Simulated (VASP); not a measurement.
# Ge: band structure with PBE

**The experiment to reproduce.**

“Electronic and optical properties of SixGe1-x-ySny alloys lattice-matched to Ge”, 2021, arxiv:2109.02782 reports, for a bulk crystal of Ge at 293 K: band gap 0.666 eV (indirect).

Ge:

```
Ge
1.0
     0.00000    2.89095    2.89095
     2.89095    0.00000    2.89095
     2.89095    2.89095    0.00000
Ge
2
Direct
  0.00000 0.00000 0.00000
  0.25000 0.25000 0.25000
```

* Program: VASP 6.6.1
* Task: band structure
* Functional: PBE
* Potentials or basis: VASP PAW PBE potentials, release 64 (Ge)
* Cutoff: 520 eV
* k mesh: 10 × 10 × 10
* Occupations: gaussian, width 0.02 eV
* Spin: no spin polarisation
* Further INCAR settings: ALGO = Normal; EDIFF = 1e-07; NBANDS = 11

- Pressure: 0.0 GPa
- Band gap along the path: none (metal or under the smearing width)

Levels at the corners of the path, in eV from the Fermi level:
```csv
point,band 1,band 2,band 3,band 4,band 5,band 6,band 7,band 8
Γ,-12.28,-0.51,0.01,0.01,0.01,2.52,2.52,2.52
X,-8.65,-8.65,-2.85,-2.85,0.83,0.83,8.97,8.97
X,-8.65,-8.65,-2.85,-2.85,0.83,0.83,8.97,8.97
W,-8.57,-8.57,-3.61,-3.61,4.07,4.07,4.66,4.66
W,-8.57,-8.57,-3.61,-3.61,4.07,4.07,4.66,4.66
K,-9.11,-8.08,-4.01,-2.44,1.19,3.95,6.82,7.04
K,-9.11,-8.08,-4.01,-2.44,1.19,3.95,6.82,7.04
Γ,-12.28,-0.51,0.01,0.01,0.01,2.52,2.52,2.52
Γ,-12.28,-0.51,0.01,0.01,0.01,2.52,2.52,2.52
L,-10.36,-7.31,-1.30,-1.30,0.01,3.70,3.70,7.07
L,-10.36,-7.31,-1.30,-1.30,0.01,3.70,3.70,7.07
U,-9.11,-8.08,-4.01,-2.44,1.19,3.95,6.82,7.04
U,-9.11,-8.08,-4.01,-2.44,1.19,3.95,6.82,7.04
W,-8.57,-8.57,-3.61,-3.61,4.07,4.07,4.66,4.66
W,-8.57,-8.57,-3.61,-3.61,4.07,4.07,4.66,4.66
L,-10.36,-7.31,-1.30,-1.30,0.01,3.70,3.70,7.07
L,-10.36,-7.31,-1.30,-1.30,0.01,3.70,3.70,7.07
K,-9.11,-8.08,-4.01,-2.44,1.19,3.95,6.82,7.04
U,-9.11,-8.08,-4.01,-2.44,1.19,3.95,6.82,7.04
X,-8.65,-8.65,-2.85,-2.85,0.83,0.83,8.97,8.97
```

Wall time 22 s on 1 thread of Intel(R) Xeon(R) 6975P-C (Granite Rapids) (shared host), peak memory 0.19 GiB.

Against the measured gap of Ge, 0.666 eV (indirect; 293 K; “Electronic and optical properties of SixGe1-x-ySny alloys lattice-matched to Ge”, 2021, arxiv:2109.02782), the calculated 0.00 eV is off by -0.67 eV. 3 values of this kind are on record (0.666 to 0.807 eV); this one was drawn at random among those near their median. Spin-orbit coupling on Ge is left out. The value is that of PBE, without temperature or zero-point motion. Semilocal functionals fall short of measured gaps as a rule.

Caveat: this crystal is a semiconductor, whose small gap the functional closes, so the metal is an error of the method.
